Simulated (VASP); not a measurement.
Data:

```xyz
4
Lattice="3.2575 0.0000 0.0000 -1.6287 2.8210 0.0000 0.0000 0.0000 5.7247" Properties=species:S:1:pos:R:3 pbc="T T T"
Ca     0.0000     0.0000     0.0000
Ca     0.0000     0.0000     2.8624
O      0.0000     1.8807     1.4312
O      1.6287     0.9403     4.2936
```

Calculation: PBEsol GGA, VASP's PBE PAW potentials (set 64) (plane waves; VASP 6.6.1). Settings: 620 eV cut-off, 8×8×4 Γ-centred mesh, Gaussian smearing of 0.050 eV, potentials Ca_sv O.

Estimate the energy per atom (σ→0), pressure.

```
Property                       Result
---------------------  --------------
energy per atom (σ→0)  -6.534 eV/atom
pressure                     5.13 GPa
```

The absolute energy has meaning only against runs of the same code, potentials and settings.

The structure was generated: CaO was put into the NiAs type type (P6_3/mmc), which need not be its known phase. It was relaxed first under an external pressure of 5 GPa.
